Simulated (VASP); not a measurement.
Here is the system:

```yaml
crystal:
  lattice:
    - [-2.97875, 2.97875, 1.59060]
    - [2.97875, -2.97875, 1.59060]
    - [2.97875, 2.97875, -1.59060]
  atoms:
    - { symbol: Sb, position: [0.75000, 0.25000, 0.50000] }
    - { symbol: Sb, position: [0.00000, 0.00000, 0.00000] }
```

Level of theory: PBEsol GGA, VASP's PBE PAW potentials (set 64) (plane waves; VASP). Settings: 400 eV cut-off, 14×14×14 Γ-centred mesh, tetrahedra with Blöchl corrections, potentials Sb.

Unless said otherwise, spin-orbit coupling is left out, though it shifts the bands of the heavy elements here.

Question: Estimate the energy per atom (σ→0), band gap (on the k-mesh) with the smallest direct gap where there is one.

Answer: 
* **band gap (on the k-mesh)**: none (metal, semimetal or under 0.01 eV)
* **energy per atom (σ→0)**: -4.467 eV/atom

The absolute energy has meaning only against runs of the same code, potentials and settings.

The structure was generated: Sb was put into the beta-Sn type (I4_1/amd), which need not be its known phase. It was relaxed first.
